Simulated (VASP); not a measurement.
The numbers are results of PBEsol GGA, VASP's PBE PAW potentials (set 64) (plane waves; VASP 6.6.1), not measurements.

VASP input:

**POSCAR**
```
MoTe2
1.0
  1.7487211891  -3.0288735345   0.0000000000
  1.7487211891   3.0288735345   0.0000000000
  0.0000000000   0.0000000000  13.9731535559
Te Mo
4 2
Direct
  0.3333330000   0.6666670000   0.8791597395
  0.6666670000   0.3333330000   0.3791597395
  0.6666670000   0.3333330000   0.1208402605
  0.3333330000   0.6666670000   0.6208402605
  0.3333330000   0.6666670000   0.2500000000
  0.6666670000   0.3333330000   0.7500000000
```

**INCAR**
```
SYSTEM = MoTe2
PREC = Accurate; ENCUT = 520; LREAL = F
LASPH = T
EDIFF = 1E-6; NELM = 100; ALGO = Normal
LMAXMIX = 4
ISMEAR = 0; SIGMA = 0.05
GGA = PS
IBRION = 2; NSW = 60; ISIF = 3
EDIFFG = -0.02
LWAVE = F; LCHARG = F
```

### KPOINTS
```
Automatic mesh
0
Gamma
7 7 2
0 0 0
```

POTCAR, in this order: Te Mo_sv (PBE.64 set). Program: vasp_std.

Output of the run:

**OUTCAR**
```
 ion  position               nearest neighbor table
   1  0.333  0.667  0.879-   6 2.71   6 2.71   6 2.71   4 3.61
   2  0.667  0.333  0.379-   5 2.71   5 2.71   5 2.71   3 3.61
   3  0.667  0.333  0.121-   5 2.71   5 2.71   5 2.71   2 3.61
   4  0.333  0.667  0.621-   6 2.71   6 2.71   6 2.71   1 3.61
   5  0.333  0.667  0.250-   2 2.71   3 2.71   2 2.71   3 2.71   2 2.71   3 2.71
   6  0.667  0.333  0.750-   1 2.71   4 2.71   1 2.71   4 2.71   1 2.71   4 2.71
  LATTYP: Found a hexagonal cell.
 ALAT       =     3.4974420203
 C/A-ratio  =     3.9952495209
 Subroutine PRICEL returns:
 Original cell was already a primitive cell.
 Subroutine GETGRP returns: Found 24 space group operations
The static configuration has the point symmetry D_3d.
 The point group associated with its full space group is D_6h.
The dynamic configuration has the point symmetry D_3d.
 Subroutine INISYM returns: Found 24 space group operations
 Subroutine IBZKPT returns following result:
 Found     16 irreducible k-points:

 Following reciprocal coordinates:
            Coordinates               Weight
  0.000000  0.000000  0.000000      1.000000
  0.142857 -0.000000  0.000000      6.000000
  0.285714  0.000000  0.000000      6.000000
  0.428571  0.000000  0.000000      6.000000
  0.142857  0.142857  0.000000      6.000000
  0.285714  0.142857  0.000000     12.000000
  0.428571  0.142857  0.000000      6.000000
  0.285714  0.285714  0.000000      6.000000
  0.000000  0.000000  0.500000      1.000000
  0.142857 -0.000000  0.500000      6.000000
  0.285714  0.000000  0.500000      6.000000
  0.428571  0.000000  0.500000      6.000000
  0.142857  0.142857  0.500000      6.000000
  0.285714  0.142857  0.500000     12.000000
  0.428571  0.142857  0.500000      6.000000
  0.285714  0.285714  0.500000      6.000000
   k-points           NKPTS =     16   k-points in BZ     NKDIM =     16   number of bands    NBANDS=     31
   number of dos      NEDOS =    301   number of ions     NIONS =      6
...
```

**OSZICAR**
```
       N       E                     dE             d eps       ncg     rms          rms(c)
DAV:   1     0.395855610706E+03    0.39586E+03   -0.27511E+04  1152   0.151E+03
DAV:   2    -0.170217601675E+02   -0.41288E+03   -0.40391E+03  1222   0.347E+02
DAV:   3    -0.401810531820E+02   -0.23159E+02   -0.22954E+02  1237   0.689E+01
DAV:   4    -0.408447592582E+02   -0.66371E+00   -0.66094E+00  1259   0.113E+01
DAV:   5    -0.408612478015E+02   -0.16489E-01   -0.16481E-01  1288   0.186E+00    0.235E+01
DAV:   6    -0.399263573371E+02    0.93489E+00   -0.95101E+00  1166   0.154E+01    0.925E+00
DAV:   7    -0.398346421935E+02    0.91715E-01   -0.88049E+00  1107   0.120E+01    0.659E+00
DAV:   8    -0.394019998122E+02    0.43264E+00   -0.18241E+00  1198   0.618E+00    0.335E+00
DAV:   9    -0.394012590425E+02    0.74077E-03   -0.29243E-01  1325   0.235E+00    0.141E+00
DAV:  10    -0.393941326312E+02    0.71264E-02   -0.51803E-02  1229   0.114E+00    0.361E-01
DAV:  11    -0.393943178005E+02   -0.18517E-03   -0.28519E-03  1301   0.264E-01    0.330E-01
DAV:  12    -0.393942542800E+02    0.63521E-04   -0.42630E-04  1202   0.929E-02    0.187E-01
DAV:  13    -0.393942081406E+02    0.46139E-04   -0.97849E-05  1223   0.533E-02    0.123E-01
DAV:  14    -0.393941984531E+02    0.96875E-05   -0.30880E-05  1277   0.226E-02    0.652E-02
DAV:  15    -0.393941970239E+02    0.14292E-05   -0.20523E-06   876   0.761E-03    0.389E-02
DAV:  16    -0.393941951933E+02    0.18306E-05   -0.47523E-06   939   0.924E-03    0.195E-02
DAV:  17    -0.393941948680E+02    0.32532E-06   -0.74676E-07   671   0.415E-03
   1 F= -.39394195E+02 E0= -.39394195E+02  d E =-.393942E+02
       N       E                     dE             d eps       ncg     rms          rms(c)
DAV:   1    -0.393951500945E+02   -0.95490E-03   -0.31305E-02  1014   0.120E+00    0.188E-01
DAV:   2    -0.393945416713E+02    0.60842E-03   -0.37163E-03  1250   0.279E-01    0.138E-01
DAV:   3    -0.393943781110E+02    0.16356E-03   -0.77405E-04  1158   0.127E-01    0.518E-02
DAV:   4    -0.393943170966E+02    0.61014E-04   -0.24272E-04  1112   0.777E-02    0.331E-02
DAV:   5    -0.393943162576E+02    0.83906E-06   -0.12569E-05  1102   0.156E-02    0.213E-02
DAV:   6    -0.393943150069E+02    0.12507E-05   -0.55392E-06   988   0.126E-02    0.871E-03
DAV:   7    -0.393943145806E+02    0.42624E-06   -0.11247E-06   587   0.497E-03
   2 F= -.39394315E+02 E0= -.39394315E+02  d E =-.119713E-03
```

### OUTCAR
```
------------------------ aborting loop because EDIFF is reached ----------------------------------------
  FORCE on cell =-STRESS in cart. coord.  units (eV):
  Direction    XX          YY          ZZ          XY          YZ          ZX
  --------------------------------------------------------------------------------------
  Total       -0.0710711     -0.0710711     -0.0732127      0.0000000      0.0000000      0.0000000
  in kB       -0.7691503     -0.7691501     -0.7923271      0.0000000      0.0000000      0.0000000
  external PRESSURE =      -0.7768759 kB  Pullay stress =       0.0000000 kB
  volume of cell :      148.04
      direct lattice vectors                 reciprocal lattice vectors
     1.747787742 -3.027256757  0.000000000     0.286075928 -0.165166037  0.000000000
     1.747787742  3.027256757  0.000000000     0.286075928  0.165166037 -0.000000000
     0.000000000  0.000000000 13.990217977    -0.000000000  0.000000000  0.071478515
 POSITION                                       TOTAL-FORCE (eV/Angst)
 -----------------------------------------------------------------------------------
      1.74779      1.00909     12.30039        -0.000000     -0.000000     -0.014689
      1.74779     -1.00909      5.30528        -0.000000      0.000000     -0.014689
      1.74779     -1.00909      1.68983        -0.000000      0.000000      0.014689
      1.74779      1.00909      8.68494        -0.000000     -0.000000      0.014689
      1.74779      1.00909      3.49755        -0.000000      0.000000      0.000000
      1.74779     -1.00909     10.49266         0.000000     -0.000000      0.000000
 -----------------------------------------------------------------------------------
    total drift:                               -0.000246      0.001613     -0.000026
  FREE ENERGIE OF THE ION-ELECTRON SYSTEM (eV)
  ---------------------------------------------------
  free  energy   TOTEN  =       -39.3943145806 eV

  energy  without entropy=      -39.3943145806  energy(sigma->0) =      -39.39431458

 reached required accuracy - stopping structural energy minimisation
```
(Selected blocks of OUTCAR.)

**CONTCAR**
```
MoTe2
   1.00000000000000
     1.7477877417082175   -3.0272567568530739    0.0000000000000000
     1.7477877417082175    3.0272567568530739    0.0000000000000000
     0.0000000000000000    0.0000000000000000   13.9902179769538204
  Te              Mo
     4     2
Direct
     0.3333330000000032    0.6666669999999968    0.8792135370805415
     0.6666669999999968    0.3333330000000032    0.3792135370805415
     0.6666669999999968    0.3333330000000032    0.1207864629194585
     0.3333330000000032    0.6666669999999968    0.6207864629194585
     0.3333330000000032    0.6666669999999968    0.2500000000000000
     0.6666669999999968    0.3333330000000032    0.7500000000000000
```

Without a dispersion term in the relaxation, distances and binding between the weakly bound layers, chains or molecules are unreliable, and so is what depends on them.

The compound is MoTe2 in the 2H layered structure. This run relaxes it. Symmetry was kept, so distortions that lower it aren't found. The start is the result of an earlier pass.
